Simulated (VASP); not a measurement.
Calculation: PBEsol GGA, VASP's PBE PAW potentials (set 64) (plane waves; VASP).

The input files of a VASP run:

**INCAR**
```
SYSTEM=SrTe
PREC=Accurate; ENCUT=480; LREAL=.False.
LASPH=.True.
EDIFF=1E-7; NELM=100; ALGO=Normal
LMAXMIX=4
ISMEAR=0; SIGMA=0.05
GGA=PS
ISIF=2
LWAVE=.False.; LCHARG=.False.
```

### POSCAR
```
SrTe
4.6772410
 -0.0035355116   0.7071023160   0.7071023160
  0.7035668044   0.0000000000   0.7035668044
  0.7071023160   0.7071023160  -0.0035355116
Sr Te
1 1
Direct
  0.0000000000   0.0000000000   0.0000000000
  0.5000000000   0.5000000000   0.5000000000
```

### KPOINTS
```
Automatic mesh
0
Gamma
6 6 6
0 0 0
```

POTCAR, in this order: Sr_sv Te (PBE.64 set). Program: vasp_std.

**Question.** Predict the energy per atom (σ→0).

**Answer.** 
- energy per atom (σ→0) = -4.416 eV/atom

### OSZICAR
```
...
DAV:   6    -0.884092717535E+01    0.10062E+00   -0.17346E-01  1372   0.249E+00    0.989E+00
DAV:   7    -0.883410050805E+01    0.68267E-02   -0.18735E-01  1476   0.296E+00    0.840E-01
DAV:   8    -0.883236538345E+01    0.17351E-02   -0.24844E-02  1368   0.810E-01    0.277E-01
DAV:   9    -0.883251385834E+01   -0.14847E-03   -0.85850E-04  1444   0.240E-01    0.947E-02
DAV:  10    -0.883258814503E+01   -0.74287E-04   -0.78984E-05  1440   0.643E-02    0.187E-02
DAV:  11    -0.883259525427E+01   -0.71092E-05   -0.88041E-06  1468   0.226E-02    0.198E-02
DAV:  12    -0.883259528546E+01   -0.31187E-07   -0.78638E-07  1668   0.614E-03
   1 F= -.88325953E+01 E0= -.88325953E+01  d E =-.159865E-19
```

The compound is SrTe in the rock salt structure. This cell was strained or had an atom moved on purpose.
